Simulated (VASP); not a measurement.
These are PBE GGA, VASP's PBE PAW potentials (set 64) (plane waves; VASP) values and carry that method's errors.

VASP input:

### KPOINTS
```
kpoints
0
G
3 3 3
0 0 0
```

**POSCAR**
```
Na2S
12.4781520
  0.5000000000   0.0000000000   0.0000000000
  0.0000000000   0.5000000000   0.0000000000
  0.0000000000   0.0000000000   0.5000000000
Na S
4 2
direct
  0.7500000000   0.7500000000   0.7500000000
  0.7500000000   0.2500000000   0.2500000000
  0.2500000000   0.7500000000   0.2500000000
  0.2500000000   0.2500000000   0.7500000000
  0.0000000000   0.0000000000   0.0000000000
  0.5000000000   0.5000000000   0.5000000000
```

**INCAR**
```
SYSTEM = Na2S
PREC = Accurate; ENCUT = 300; LREAL = .FALSE.
LASPH = .TRUE.
EDIFF = 1E-6; NELM = 100; ALGO = Normal
ISMEAR = -1; SIGMA = 0.1
GGA = PE
ISIF = 2
LWAVE = .FALSE.; LCHARG = .FALSE.
```

POTCAR, in this order: Na_pv S (PBE.64 set). Program: vasp_std.

At this cut-off the stress carries a Pulay error, which pulls relaxed volumes low.

Question: Estimate the energy per atom (σ→0), pressure, band gap (on the k-mesh).

Answer: 
* **energy per atom (σ→0)**: -3.001 eV/atom
* **band gap (on the k-mesh)**: 1.47 eV
* **pressure**: -14.4 kbar

### OSZICAR
```
...
DAV:   9    -0.179862457334E+02    0.46341E-03   -0.47278E-03   232   0.357E-01    0.812E-01
DAV:  10    -0.180030932083E+02   -0.16847E-01   -0.41663E-02   192   0.811E-01    0.825E-01
DAV:  11    -0.180041939132E+02   -0.11007E-02   -0.40436E-03   216   0.346E-01    0.217E-01
DAV:  12    -0.180042855861E+02   -0.91673E-04   -0.21111E-04   200   0.843E-02    0.274E-02
DAV:  13    -0.180042642044E+02    0.21382E-04   -0.60322E-04   216   0.917E-02    0.717E-02
DAV:  14    -0.180042464346E+02    0.17770E-04   -0.14349E-04   168   0.498E-02    0.657E-03
DAV:  15    -0.180042474346E+02   -0.99997E-06   -0.48081E-06   160   0.116E-02
   1 F= -.18004247E+02 E0= -.18004034E+02  d E =-.427332E-03
```

The structure was generated: Na2S was put into an ordered model structure, which need not be its known phase. The cell was not relaxed at this level.
